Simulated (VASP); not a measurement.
ZrOs:

```
Zr Os
1.0
     3.26300    0.00000    0.00000
     0.00000    3.26300    0.00000
     0.00000    0.00000    3.26300
Zr Os
1 1
Direct
  0.50000 0.50000 0.50000
  0.00000 0.00000 0.00000
```

| Quantity | Value |
| --- | --- |
| Program | VASP 6.6.1 |
| Task | relaxation of cell and atoms |
| Functional | LDA |
| Potentials or basis | VASP PAW LDA potentials, release 64 (Zr_sv, Os) |
| Cutoff | 600 eV |
| k mesh | 14 × 14 × 14 |
| Occupations | gaussian, width 0.1 eV |
| Spin | no spin polarisation |

At the start: pressure -7.1 GPa; volume 17.37 Å³/atom.

Question: Where does the relaxation end?

Answer: Over 4 steps the energy falls by 12.2 meV/atom and the volume is 16.84 Å³/atom (-3.1 %); space group Pm-3m (No. 221, to 0.05 Å).

Step by step:
```
step  energy change (eV)  largest force (eV/Å)  pressure (GPa)  volume (Å³)
   1              0.0000                0.0000           -7.07        34.74
   2              0.1521                0.0000           22.96        31.03
   3             -0.0243                0.0000           -0.22        33.70
   4             -0.0243                0.0000           -0.04        33.67
```

Final structure:
```cif
data_structure
_symmetry_space_group_name_H-M 'P 1'
_symmetry_Int_Tables_number 1
_cell_length_a 3.2291
_cell_length_b 3.2291
_cell_length_c 3.2291
_cell_angle_alpha 90.000
_cell_angle_beta 90.000
_cell_angle_gamma 90.000
_cell_volume 33.67
loop_
_atom_site_label
_atom_site_type_symbol
_atom_site_fract_x
_atom_site_fract_y
_atom_site_fract_z
_atom_site_occupancy
Zr1 Zr 0.50000 0.50000 0.50000 1
Os1 Os 0.00000 0.00000 0.00000 1
```
